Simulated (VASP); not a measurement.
Calculation: PBE GGA, VASP's PBE PAW potentials (set 64) (plane waves; VASP).

The input files of a VASP run:

**INCAR**
```
ISMEAR = 0   ! Gaussian
EDIFFG = -0.02   ! ionic stop
PSTRESS = 200   ! kbar
LREAL = .FALSE.   ! projection in real space or not
LASPH = .TRUE.   ! aspherical one-centre terms
SIGMA = 0.05   ! width (eV)
ALGO = Normal   ! blocked Davidson
LCHARG = .FALSE.
NSW = 40   ! most ionic steps
GGA = PE   ! PBE
LWAVE = .FALSE.
ENCUT = 620
NELM = 100   ! most electronic steps
IBRION = 2
ISIF = 3
LMAXMIX = 6   ! l cut-off of mixed one-centre charges
EDIFF = 1E-6
PREC = Accurate
SYSTEM = BaHfO3
```

File KPOINTS:
```
Automatic mesh
0
Gamma
  6 6 6
```

POSCAR:
```
BaHfO3
1.0
  4.0614080375   0.0000000000   0.0000000000
  0.0000000000   4.0614080375   0.0000000000
  0.0000000000   0.0000000000   4.0614080375
Ba Hf O
1 1 3
Cartesian
  0.0000000000   0.0000000000   0.0000000000
  2.0307040187   2.0307040187   2.0307040187
  2.0307040187   0.0000000000   2.0307040187
  0.0000000000   2.0307040187   2.0307040187
  2.0307040187   2.0307040187   0.0000000000
```

POTCAR, in this order: Ba_sv Hf_pv O (PBE.64 set). Program: vasp_std.

Output

OSZICAR:
```
       N       E                     dE             d eps       ncg     rms          rms(c)
DAV:   1     0.259578189679E+03    0.25958E+03   -0.23749E+04   920   0.185E+03
DAV:   2    -0.374991296499E+02   -0.29708E+03   -0.29228E+03  1224   0.383E+02
DAV:   3    -0.498386561026E+02   -0.12340E+02   -0.12321E+02  1200   0.764E+01
DAV:   4    -0.500396153276E+02   -0.20096E+00   -0.20092E+00  1331   0.894E+00
DAV:   5    -0.500416559747E+02   -0.20406E-02   -0.20404E-02  1238   0.712E-01    0.715E+01
DAV:   6    -0.432141693891E+02    0.68275E+01   -0.39568E+01  1053   0.396E+01    0.603E+01
DAV:   7    -0.431652168755E+02    0.48953E-01   -0.21441E+00  1206   0.102E+01    0.339E+01
DAV:   8    -0.431603959384E+02    0.48209E-02   -0.16401E-01  1184   0.377E+00    0.441E+00
DAV:   9    -0.431513764736E+02    0.90195E-02   -0.66520E-02  1116   0.163E+00    0.169E+00
DAV:  10    -0.431509860559E+02    0.39042E-03   -0.83911E-03  1172   0.640E-01    0.371E-01
DAV:  11    -0.431509264521E+02    0.59604E-04   -0.55426E-04  1151   0.174E-01    0.852E-02
DAV:  12    -0.431509540353E+02   -0.27583E-04   -0.60461E-05  1340   0.564E-02    0.140E-01
DAV:  13    -0.431509575283E+02   -0.34930E-05   -0.56620E-06  1177   0.183E-02    0.693E-03
DAV:  14    -0.431509573837E+02    0.14455E-06   -0.64936E-07   831   0.629E-03
   1 F= -.34788204E+02 E0= -.34788204E+02  d E =-.347882E+02
```

OUTCAR:
```
------------------------ aborting loop because EDIFF is reached ----------------------------------------
  FORCE on cell =-STRESS in cart. coord.  units (eV):
  Direction    XX          YY          ZZ          XY          YZ          ZX
  --------------------------------------------------------------------------------------
  Total        8.3624433      8.3624433      8.3624433      0.0000000     -0.0000000      0.0000000
  in kB      199.9925868    199.9925868    199.9925868      0.0000000     -0.0000000      0.0000000
  external PRESSURE =      -0.0074132 kB  Pullay stress =     200.0000000 kB
  volume of cell :       66.99
      direct lattice vectors                 reciprocal lattice vectors
     4.061408037  0.000000000  0.000000000     0.246220028  0.000000000  0.000000000
     0.000000000  4.061408037  0.000000000     0.000000000  0.246220028  0.000000000
     0.000000000  0.000000000  4.061408037     0.000000000  0.000000000  0.246220028
 POSITION                                       TOTAL-FORCE (eV/Angst)
 -----------------------------------------------------------------------------------
      0.00000      0.00000      0.00000         0.000000      0.000000      0.000000
      2.03070      2.03070      2.03070         0.000000      0.000000      0.000000
      2.03070      0.00000      2.03070         0.000000      0.000000      0.000000
      0.00000      2.03070      2.03070         0.000000      0.000000      0.000000
      2.03070      2.03070      0.00000         0.000000      0.000000      0.000000
 -----------------------------------------------------------------------------------
    total drift:                                0.000000      0.000000      0.000000
  FREE ENERGIE OF THE ION-ELECTRON SYSTEM (eV)
  ---------------------------------------------------
  free  energy   TOTEN  =       -43.1509573837 eV

  energy  without entropy=      -43.1509573837  energy(sigma->0) =      -43.15095738
  enthalpy is  TOTEN    =       -34.7882040883 eV   P V=        8.3627532954

 reached required accuracy - stopping structural energy minimisation
```
(Selected blocks of OUTCAR.)

The compound is BaHfO3 in the cubic perovskite structure. It was relaxed first under an external pressure of 20 GPa.
